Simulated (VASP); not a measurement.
Data:

```
AgCl
1.0
    0.00000     2.79476     2.79476
    2.79476     0.00000     2.79476
    2.79476     2.79476     0.00000
Ag Cl
1 1
Direct
  0.00000   0.00000   0.00000
  0.50000   0.50000   0.50000
```

Level of theory: MS2 meta-GGA, VASP's PBE PAW potentials (set 64) (plane waves; VASP). Settings: 520 eV cut-off, 8×8×8 Γ-centred mesh, Gaussian smearing of 0.050 eV, potentials Ag Cl.

**Question.** Give the stress tensor in GPa (positive for a compressed cell).

**Answer.** 
```
-1.42   0.00   0.00
 0.00  -1.42   0.00
 0.00   0.00  -1.42
```
The pressure is its mean diagonal, -1.42 GPa.

The compound is AgCl in the rock salt structure. This cell is one point of a volume scan, at 1.03 of the reference volume.
